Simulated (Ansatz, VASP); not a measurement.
**Be2CdS2: VASP beside Ansatz**

```
Be Cd S
1.0
     2.97616   -1.71605   -0.04188
     2.97616    1.71605   -0.04188
    -1.17444    0.00000   10.28548
Be Cd S
2 1 2
Direct
  0.18362 0.18362 0.57710
  0.81638 0.81638 0.42290
  0.50000 0.50000 0.00000
  0.13617 0.13617 0.36259
  0.86383 0.86383 0.63741
```

Change from the starting cell: species swapped into the Li2CuO2 type (C2/m, No. 12).

Alike in both runs: functional PBE; k mesh 6 × 6 × 4; occupations gaussian, width 0.1 eV; no spin polarisation.

Ansatz relaxed the structure, and its values are those at the end. VASP's run is a single point on that final structure, the one shown.

|  | VASP | Ansatz |
| --- | --- | --- |
| version | VASP 6.6.1 | Ansatz 0.2.0 |
| potentials or method | VASP PAW PBE potentials, release 64 (Be, Cd, S) | scalar-relativistic, plane waves, PAW |
| plane-wave cutoff (eV) | 520 | 420 |
| valence electrons in the cell | 28 | 36 |

```tsv
	VASP	Ansatz	Ansatz less VASP
gap on the k mesh at the Fermi level (eV)	none	none	-
pressure (GPa)	0.0	0.0	+0.01
rms of the force components (eV/Å)	0.010	0.004	-0.0066
```

A gap of «none» marks a metal or a gap that the smearing closes. The two sets of potentials don't hold the same shells in valence.
